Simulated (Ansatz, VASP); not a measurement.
# Cross-check of Fe between VASP and Ansatz, part 2 of 2

Aim: how closely do two programs agree when they are given the same cell, functional and k mesh? The cell is taken from a series of VASP runs on this material, whose earlier steps may have relaxed, scaled or displaced it; both programs get it as it stands.

VASP 6.6.1 and Ansatz 0.2.0.

So far: Starting point; VASP: relaxation of cell and atoms, PBEsol.

### Step 3. Ansatz: relaxation of cell and atoms, PBEsol

Level of this step: Ansatz beside VASP: Kohn-Sham DFT, plane waves, PBEsol (Ansatz).

Ansatz runs on its default PAW (the set named soft_2) files.

The same cell, functional, mesh and smearing now go to Ansatz, which takes its cutoff from its data sets.

Contents of input.yaml:

```yaml
crystal:
  lattice:
    - [-1.3924647546, 1.3924647546, 1.3924647546]
    - [1.3924647546, -1.3924647546, 1.3924647546]
    - [1.3924647546, 1.3924647546, -1.3924647546]
  atoms:
    - { symbol: Fe, position: [0.0, 0.0, 0.0], spin: 3.0 }
hamiltonian:
  xc: pbesol
  pseudopotentials: { kind: paw }
magnetization:
  spin_polarized: true
kpoints:
  mp_grid: { grid: [24, 24, 24] }
scf:
  occupations: { method: methfessel_paxton, width: 0.15 }
relax:
  f_tol: 0.01
  max_steps: 60
  cell: { stress_tol: 0.05 }
output:
  forces: true
  stress: true
  write_density: true
  write_potential: true
  elf: true
  volumetric_format: npy
```

Launch:

```
> ansatz run input.yaml --threads 4 --pin off --max-ram 9216MiB --backend cpu --events-out ev --progress --plain --runs-dir out
```

Numbers of over 12 decimals in the logs are rounded to 6 here.

The program printed:

```text
Engine: ansatz 0.2.0, x86_64-unknown-linux-gnu
Pseudopotentials: kind: paw
Pseudopotential: Fe, paw, valence charge 16, recommended cutoff 420 eV (normal), Fe.paw.azcp
Functional definition: PBEsol
  exchange = pbesol_x
  correlation = pbesol_c
Crystal: 1 atoms, lattice volume = 10.800 Å³
Basis set: ecut = 420 eV, 201 PW (Γ), exchange–correlation on 36×36×36 points (8 copies of the dense FFT grid, shifted against one another)
Bands: 14, of which v1, the nominal top of the filled ones, is band 8 counted from 1 (7 counted from 0)
Symmetry: 48 space group operations
Space group: Im-3m (ITA 229), of the structure as read, at distance tolerance 2.2e-5 Å
Magnetic group: BNS 229.140 (UNI 1642), of the structure as read, at distance tolerance 2.2e-5 Å
k-points: 413 of 13824
Non-local potential: Fe, projectors of the file, l = 0: 3, l = 1: 2, l = 2: 3, l = 3: 1
PAW form: soft (Blöchl's): semilocal exchange-correlation on the pseudo side does not see the compensation charge
PAW frozen core: Fe, regenerated for the run's functional, and the local potential with it (the file was generated under x = pbe(κ = 0.804, μ = 0.219515), c = pbe(β = 0.066725))
PAW one-centre angular grid: Fe, 590 points (default); XC on 64 Gauss nodes
Initial density: superposition of atomic densities (chi_scale 0.1, normalization cell)
Starting moments: Σ|m| = 3 μB on 1 of 1 site
Initial wavefunctions: pseudopotential atomic-orbital guess
Functional: x = pbesol(κ = 0.804, μ = 0.123457), c = pbesol(β = 0.046)
SCF iter   1: F=—  HF=-4448.772601 eV  |F-HF|=—  |Δ(HF+E_count)|=         —  Δρ=1.08e-1 (↑1.08e-1 ↓7.00e-2)  dr2=1.93e0  dr2_m=1.46e-1  M=2.407 μB ∫|m|=2.451 μB  β_m=0.30  ethr=3.10e-3  ⟨swp⟩=4.8  Hψ=55851  notcnv=0
Mixer restart at iter 1: flushing history
preconditioner: auto → none  [metal: Δε(μ)=0.006 eV  Ē_g=15.232 eV  σ=0.150 eV  W_gap=0.02  n_scr=0 (ndim 8)  ℏωp=32.0 eV  f_vac=0.000  D(μ)=0.95/eV (n_scr^D=12)]
SCF iter   2: F=—  HF=-4448.068130 eV  |F-HF|=—  |Δ(HF+E_count)|=   7.04e-1  Δρ=2.39e-2 (↑2.39e-2 ↓2.20e-2)  dr2=2.80e-2  dr2_m=3.55e-2  M=2.475 μB ∫|m|=2.542 μB  β_m=0.29  ethr=3.10e-3  ⟨swp⟩=3.4  Hψ=29300  notcnv=0  defer=981
SCF iter   3: F=—  HF=-4448.461946 eV  |F-HF|=—  |Δ(HF+E_count)|=         —  Δρ=4.93e-2 (↑4.93e-2 ↓4.78e-2)  dr2=3.85e-3  dr2_m=2.31e-1  M=2.152 μB ∫|m|=2.207 μB  β_m=0.29  ethr=1.75e-4  ⟨swp⟩=2.3  Hψ=22621  notcnv=0  defer=987
Mixer restart at iter 3: flushing history
SCF iter   4: F=—  HF=-4448.594145 eV  |F-HF|=—  |Δ(HF+E_count)|=   1.32e-1  Δρ=3.75e-2 (↑3.09e-2 ↓3.75e-2)  dr2=3.97e-3  dr2_m=1.15e-1  M=2.146 μB ∫|m|=2.208 μB  β_m=0.62  ethr=2.40e-5  ⟨swp⟩=2.3  Hψ=16970  notcnv=0  defer=987
SCF iter   5: F=—  HF=-4448.866693 eV  |F-HF|=—  |Δ(HF+E_count)|=   2.73e-1  Δρ=2.59e-2 (↑2.59e-2 ↓6.43e-3)  dr2=4.35e-2  dr2_m=1.65e-2  M=2.063 μB ∫|m|=2.140 μB  β_m=0.50  ethr=2.40e-5  ⟨swp⟩=3.0  Hψ=24611  notcnv=0  defer=965
SCF iter   6: F=—  HF=-4448.852123 eV  |F-HF|=—  |Δ(HF+E_count)|=   1.46e-2  Δρ=3.53e-3 (↑3.53e-3 ↓3.12e-3)  dr2=3.92e-3  dr2_m=1.34e-5  M=2.090 μB ∫|m|=2.173 μB  β_m=0.65  ethr=2.40e-5  ⟨swp⟩=2.0  Hψ=27284  notcnv=0  defer=992
SCF iter   7: F=—  HF=-4448.852867 eV  |F-HF|=—  |Δ(HF+E_count)|=   7.44e-4  Δρ=4.56e-4 (↑4.56e-4 ↓2.02e-4)  dr2=2.81e-5  dr2_m=4.68e-6  M=2.082 μB ∫|m|=2.166 μB  β_m=0.82  ethr=2.40e-5  ⟨swp⟩=1.5  Hψ=13613  notcnv=0  defer=978
SCF iter   8: F=—  HF=-4448.852859 eV  |F-HF|=—  |Δ(HF+E_count)|=   8.50e-6  Δρ=6.09e-5 (↑6.09e-5 ↓3.32e-5)  dr2=2.15e-7  dr2_m=7.23e-8  M=2.081 μB ∫|m|=2.166 μB  β_m=0.91  ethr=1.75e-7  ⟨swp⟩=2.0  Hψ=15591  notcnv=0  defer=975
SCF iter   9: F=—  HF=-4448.847319 eV  |F-HF|=—  |Δ(HF+E_count)|=         —  Δρ=7.87e-4 (↑7.87e-4 ↓5.30e-4)  dr2=4.77e-6  dr2_m=4.25e-5  M=2.076 μB ∫|m|=2.161 μB  β_m=0.91  ethr=1.34e-9  ⟨swp⟩=2.4  Hψ=17103  notcnv=0  defer=975
Mixer restart at iter 9: flushing history
iteration 9: the input's own smearing fills from here on; a Gaussian of 0.15 eV has filled iterations ahead of it
SCF iter  10: F=—  HF=-4448.847336 eV  |F-HF|=—  |Δ(HF+E_count)|=   1.76e-5  S|Δr|=    0.00e0  Δρ=5.08e-4 (↑1.47e-4 ↓5.08e-4)  dr2=2.50e-5  dr2_m=4.63e-6  M=2.075 μB ∫|m|=2.160 μB  β_m=0.96  ethr=1.34e-9  ⟨swp⟩=3.1  Hψ=20951  notcnv=0  defer=975
SCF iter  11: F=—  HF=-4448.847375 eV  |F-HF|=—  |Δ(HF+E_count)|=   3.90e-5  S|Δr|=    0.00e0  Δρ=1.19e-3 (↑1.19e-3 ↓4.53e-4)  dr2=1.76e-4  dr2_m=1.54e-5  M=2.072 μB ∫|m|=2.157 μB  β_m=0.39  ethr=1.34e-9  ⟨swp⟩=3.1  Hψ=24123  notcnv=0  defer=975  recentre
SCF iter  12: F=—  HF=-4448.847333 eV  |F-HF|=—  |Δ(HF+E_count)|=   4.25e-5  S|Δr|=    0.00e0  Δρ=1.56e-4 (↑9.55e-5 ↓1.56e-4)  dr2=2.69e-7  dr2_m=1.55e-6  M=2.073 μB ∫|m|=2.158 μB  β_m=0.75  ethr=1.34e-9  ⟨swp⟩=3.0  Hψ=24047  notcnv=0  defer=975
SCF iter  13: F=-4448.847333 eV  HF=-4448.847333 eV  |F-HF|=1.65e-9  |Δ(HF+E_count)|=   5.38e-7  S|Δr|=    0.00e0  Δρ=4.83e-6 (↑3.21e-6 ↓4.83e-6)  dr2=1.83e-10  dr2_m=1.54e-9  M=2.073 μB ∫|m|=2.158 μB  ethr=6.25e-10  ⟨swp⟩=7.2  Hψ=52721  notcnv=0
SCF 1 converged in 13 iterations: F = -4448.847333 eV  dr2 = 1.83e-10
  greatest PAW one-centre occupation: 1.002 electrons in one spin orbital (limit 2), on the Fe atom at site 0 (counted from 0), in its partial waves of l = 1
relax step   1: F+E_penalty+E_count = -4448.84733335 eV  Δ(F+E_penalty+E_count) = +0.000e0 eV  max|allowed force component| = 0.000e0 eV/Å  Δτ_max = 0.0000 Å  P = +0.088 GPa  Ω = 10.800 Å³  (13 SCF iters, dr2 threshold 1.00e-7 eV, accepted)
[...]
relax step   2: F+E_penalty+E_count = -4448.84733266 eV  Δ(F+E_penalty+E_count) = +6.886e-7 eV  max|allowed force component| = 0.000e0 eV/Å  Δτ_max = 0.0000 Å  P = +0.038 GPa  Ω = 10.802 Å³  energy of the carried Pulay correction = -1.592e-6 eV  (4 SCF iters, dr2 threshold 1.91e-8 eV, accepted)
[...]
relax step   3: F+E_penalty+E_count = -4448.84733266 eV  Δ(F+E_penalty+E_count) = -3.010e-10 eV  max|allowed force component| = 0.000e0 eV/Å  Δτ_max = 0.0000 Å  P = +0.039 GPa  Ω = 10.802 Å³  stress off target by 3.88e-2 GPa  SCF on the basis re-selected at this cell (its energy is not comparable with the rows above)  (5 SCF iters)
basis re-selected at this cell: Δ(F+E_penalty+E_count) = -3.010e-10 eV, ΔP = +0.001 GPa vs the last step (what re-selecting the basis moved, of the pressure what is left beyond the Pulay correction that the steps carried, after the strain that the cell walked since its last selection, with what the two solves' SCF thresholds leave and, on support functions, any second-order correction that the steps lacked; it is no  [...]
SCF converged after 5 iterations
Stability not checked: this state was not tested for a lower state beside it, because cold or Methfessel-Paxton smearing, or corrected tetrahedra, fill the levels in a way that the test cannot read (fill_not_monotonic; see scf.lower_state_search)
Magnetization: 2.0729 μB (9.0364 up, 6.9636 down)
Absolute magnetization: 2.1580 μB (∫|ρ↑−ρ↓|, with the PAW one-centre terms)
Spin contamination: 0.0277 ħ² per cell (⟨S²⟩ above its minimum at these occupations)
Per-site moments (μB) at R_I (Å): [(2.100198, 0.994946)]
Free energy (F): -4448.847333 eV
Harris-Foulkes:  -4448.847333 eV  (|F-HF|=1.82e-12)
Internal energy: -4448.846733 eV  (E = F + TS)
E sigma→0 (E₀):  -4448.847183 eV
Entropy (-TS):   -0.000600 eV (-0.600 meV/atom)
Fermi energy:    19.596879 eV
--- Per-component energies (eV) ---
  E_band       = -195.728586
  E_kinetic    = 352.296506
  E_local      = -2001.241147  (includes V_loc(G=0)·N_el)
  E_nonlocal   = 218.878406
  E_hartree    = 841.652901
  E_xc         = -117.766781
  E_vxc        = -152.295281  (∫ρ·V_xc dr)
  E_paw        = -1334.458077  (= ΣΔE_a)
  E_vpaw       = -296.673766  (= ΣTr[D̂ρ^β])
  E_aug_tail   = 0.000773  (compensation charges beyond the density's cutoff)
  E_ewald      = -2408.388516
  E_core_change = 0.179202  (= ΣΔE_core)
  E_smearing   = -0.000600  (= −TS)
  E_closure    = -0.000000  (closes the sum)
  Σ components = -4448.847333   (vs F -4448.847333, Δ=0.00e0)
--- Forces (eV/Å), atoms counted from 1 ---
  atom   1  Fe    -0.00000000     0.00000000     0.00000000
  max |Σ_I F_I| component: 7.89e-31 eV/Å
--- Stress (GPa, compression-positive) ---
        0.038801       0.000000       0.000000
        0.000000       0.038801       0.000000
       -0.000000      -0.000000       0.038801
  P = ⅓ Tr σ = 0.0388 GPa (0.388 kbar)
--- Band table (eV; the first three rows and the last of 826) ---
  k-point 0 ↑: bands = [... 4 lower, 10.6487, 17.1587, 17.1587, 17.1587, 18.5283, 18.5283, 44.2512, 44.2512, ... 2 higher]
  k-point 1 ↑: bands = [... 4 lower, 10.7242, 17.1367, 17.1571, 17.2010, 18.5052, 18.5300, 43.8366, 44.1754, ... 2 higher]
  k-point 2 ↑: bands = [... 4 lower, 10.9483, 17.0724, 17.1483, 17.3262, 18.4449, 18.5354, 42.7570, 43.9053, ... 2 higher]
  k-point 412 ↓: bands = [... 4 lower, 16.0810, 16.0810, 21.8914, 21.8914, 21.8914, 30.0035, 30.0035, 30.0035, ... 2 higher]
--- Relaxed structure (2 steps of the walk, 2 accepted, 1 SCFs on fresh bases) ---
  F+E_penalty+E_count = -4448.84733266 eV   max|allowed force component| = 0.000e0 eV/Å   (the final SCF, on the basis selected at the relaxed cell)
  cell:  # Å, volume = 10.8020 Å³
    - [-1.392564, 1.392564, 1.392564]
    - [1.392564, -1.392564, 1.392564]
    - [1.392564, 1.392564, -1.392564]
  atoms:
    - { symbol: Fe, position: [0.0, 0.0, 0.0] }
```

Wall time 4.4 s (4 threads of Intel Xeon 6975P-C (Granite Rapids), shared host); peak memory 0.51 GiB; 15 s of CPU time.

### Step 4. Comparison

Known differences besides the potentials themselves: both relaxations stop at a tolerance, which leaves soft axes loose, and VASP keeps its plane-wave basis; the data sets hold 16 valence electrons in Ansatz (default PAW (the set named soft_2) files) and 8 in VASP; the cutoff is 420 eV in Ansatz and 520 eV in VASP; Ansatz makes its cores anew for this functional, VASP keeps those of its PBE data sets; Ansatz adds a Pulay correction to the stress that steers its cell, VASP none; site moments are counted in spheres of each program's own size. Total energies have different zeros and are not compared.

Compared:

| quantity | Ansatz | VASP | difference |
| --- | --- | --- | --- |
| volume (Å³) | 10.80 | 10.80 | +0.02 % |
| edge a after relaxation, in the typed setting (Å) | 2.412 | 2.412 | +0.01 % |
| total moment (μB) | 2.07 | 2.09 | -0.01 |
| moment on Fe1 (μB) | 2.10 | 2.07 | +0.03 |

The walks stopped with 0.04 GPa left in Ansatz and 0.05 GPa in VASP; each walk ends within a tolerance, so the volume difference is uncertain by about these residues over the bulk modulus, most in soft cells.

### Step 5. Summary of results

```yaml
difference_in_volume_relaxation_of_cell_and_atoms_pbesol: 0.021 %
```

What this shows: The difference in volume is 0.021 % (relaxation of cell and atoms, PBEsol), within the 1.2 % picked in this series as the mark of a large difference, as far as the stopping tolerances let one tell. Such differences can come from data sets, numerical settings and the points named under the comparisons, not from the functional's error against experiment.

[Lines on the potential files, build, host, timing and source positions are cut from VASP's logs without a mark.]

[Logs are printed without paths, hosts, clocks, repeated set-up lines and the standing remarks that a program may print on its own settings, such as how far it seeks lower states.]

[Hosts, paths, dates, database ids (printed as entryN), source tags and the programs' standing remarks are cut or masked in the printed files.]
